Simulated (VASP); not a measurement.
These are vdW-DF-cx, VASP's PBE PAW potentials (set 64) (plane waves; VASP 6.6.1) values and carry that method's errors.

VASP input:

### INCAR
```
ALGO=Normal   # blocked Davidson
PREC=Accurate
LMAXMIX=4   # l cut-off of mixed one-centre charges
ISIF=4
ENCUT=520   # plane-wave cut-off (eV)
EDIFFG=-0.01
SYSTEM=Tc
SIGMA=0.1   # width (eV)
LREAL=.FALSE.
AGGAC=0.0
ISMEAR=1
NSW=30   # most ionic steps
LASPH=.TRUE.   # aspherical one-centre terms
NELM=100   # most electronic steps
EDIFF=1E-7
LCHARG=.FALSE.
LUSE_VDW=.TRUE.
IBRION=2
LWAVE=.FALSE.
GGA=CX
```

POSCAR:
```
Tc
1.0
  1.3348870988  -2.3120926569   0.0000000000
  1.3348870988   2.3120926569   0.0000000000
  0.0000000000   0.0000000000   4.2762584532
Tc
2
Cart
  1.3348870988   0.7706990937   1.0690646133
  1.3348870988  -0.7706990937   3.2071938399
```

File KPOINTS:
```
K-points
0
gamma
  15 15 8
```

POTCAR, in this order: Tc_pv (PBE.64 set). Program: vasp_std.

The resulting files:

### OSZICAR
```
       N       E                     dE             d eps       ncg     rms          rms(c)
DAV:   1     0.317499480288E+03    0.31750E+03   -0.16898E+04  4630   0.163E+03
DAV:   2    -0.891239315807E+01   -0.32641E+03   -0.32317E+03  5009   0.463E+02
DAV:   3    -0.171096648459E+02   -0.81973E+01   -0.80204E+01  5360   0.843E+01
DAV:   4    -0.171804568249E+02   -0.70792E-01   -0.70670E-01  5000   0.793E+00
DAV:   5    -0.171810483005E+02   -0.59148E-03   -0.59144E-03  5140   0.707E-01    0.281E+01
DAV:   6    -0.159482040764E+02    0.12328E+01   -0.27038E+00  4850   0.168E+01    0.986E+00
DAV:   7    -0.157705505320E+02    0.17765E+00   -0.63413E-01  5133   0.744E+00    0.111E+00
DAV:   8    -0.157594456894E+02    0.11105E-01   -0.16022E-02  4687   0.143E+00    0.783E-02
DAV:   9    -0.157594757465E+02   -0.30057E-04   -0.20595E-04  5146   0.142E-01    0.213E-02
DAV:  10    -0.157594759234E+02   -0.17686E-06   -0.11730E-05  4810   0.346E-02    0.549E-03
DAV:  11    -0.157594760444E+02   -0.12104E-06   -0.52245E-07  4675   0.704E-03    0.115E-03
DAV:  12    -0.157594753464E+02    0.69807E-06   -0.34341E-08  2368   0.149E-03    0.379E-04
DAV:  13    -0.157594753514E+02   -0.50036E-08   -0.40144E-09  2333   0.506E-04
   1 F= -.15759475E+02 E0= -.15759364E+02  d E =-.157595E+02
       N       E                     dE             d eps       ncg     rms          rms(c)
DAV:   1    -0.157640752458E+02   -0.45999E-02   -0.21784E-01  4598   0.407E+00    0.386E-01
DAV:   2    -0.157603911261E+02    0.36841E-02   -0.60747E-03  4910   0.700E-01    0.172E-01
DAV:   3    -0.157595307242E+02    0.86040E-03   -0.29492E-03  5498   0.392E-01    0.255E-02
DAV:   4    -0.157595351488E+02   -0.44246E-05   -0.56926E-05  4649   0.812E-02    0.656E-03
DAV:   5    -0.157595347254E+02    0.42345E-06   -0.28111E-06  4923   0.118E-02    0.229E-03
DAV:   6    -0.157595348491E+02   -0.12374E-06   -0.17478E-07  3610   0.356E-03    0.736E-04
DAV:   7    -0.157595348493E+02   -0.20600E-09   -0.10161E-08  2298   0.885E-04
   2 F= -.15759535E+02 E0= -.15759455E+02  d E =-.594980E-04
       N       E                     dE             d eps       ncg     rms          rms(c)
DAV:   1    -0.157605860217E+02   -0.10512E-02   -0.44592E-02  4598   0.184E+00    0.174E-01
DAV:   2    -0.157598380028E+02    0.74802E-03   -0.12424E-03  4878   0.314E-01    0.780E-02
DAV:   3    -0.157596597709E+02    0.17823E-03   -0.61617E-04  5449   0.178E-01    0.115E-02
DAV:   4    -0.157596606148E+02   -0.84386E-06   -0.12445E-05  4664   0.378E-02    0.322E-03
DAV:   5    -0.157596604109E+02    0.20383E-06   -0.71976E-07  4514   0.609E-03    0.102E-03
DAV:   6    -0.157596604056E+02    0.53928E-08   -0.45366E-08  2320   0.195E-03
   3 F= -.15759660E+02 E0= -.15759567E+02  d E =-.185054E-03
```

### OUTCAR
```
------------------------ aborting loop because EDIFF is reached ----------------------------------------
  FORCE on cell =-STRESS in cart. coord.  units (eV):
  Direction    XX          YY          ZZ          XY          YZ          ZX
  --------------------------------------------------------------------------------------
  Total        3.8044868      3.8044882      3.8029781      0.0000000     -0.0000000      0.0000000
  in kB      230.9207492    230.9208327    230.8291718      0.0000000     -0.0000000      0.0000000
  external PRESSURE =     230.8902512 kB  Pullay stress =       0.0000000 kB
  volume of cell :       26.40
      direct lattice vectors                 reciprocal lattice vectors
     1.336092354 -2.314180259  0.000000000     0.374225628 -0.216059228 -0.000000000
     1.336092354  2.314180259  0.000000000     0.374225628  0.216059228 -0.000000000
     0.000000000  0.000000000  4.268546854     0.000000000  0.000000000  0.234271764
 POSITION                                       TOTAL-FORCE (eV/Angst)
 -----------------------------------------------------------------------------------
      1.33609      0.77139      1.06714         0.000000     -0.000000      0.000000
      1.33609     -0.77139      3.20141        -0.000000      0.000000      0.000000
 -----------------------------------------------------------------------------------
    total drift:                               -0.000000      0.000582     -0.000043
  FREE ENERGIE OF THE ION-ELECTRON SYSTEM (eV)
  ---------------------------------------------------
  free  energy   TOTEN  =       -15.7596604056 eV

  energy  without entropy=      -15.7593791894  energy(sigma->0) =      -15.75956667

 reached required accuracy - stopping structural energy minimisation
```
(Selected blocks of OUTCAR.)

File CONTCAR:
```
Tc
   1.00000000000000
     1.3360923536001206   -2.3141802586482569    0.0000000000000000
     1.3360923536001206    2.3141802586482569    0.0000000000000000
     0.0000000000000000    0.0000000000000000    4.2685468541401264
  Tc
     2
Direct
     0.3333330000000032    0.6666669999999968    0.2500000000000000
     0.6666669999999968    0.3333330000000032    0.7500000000000000
```

The compound is Tc in the hcp structure. This cell is one point of a volume scan, at 0.94 of the reference volume. Symmetry was kept, so distortions that lower it aren't found.
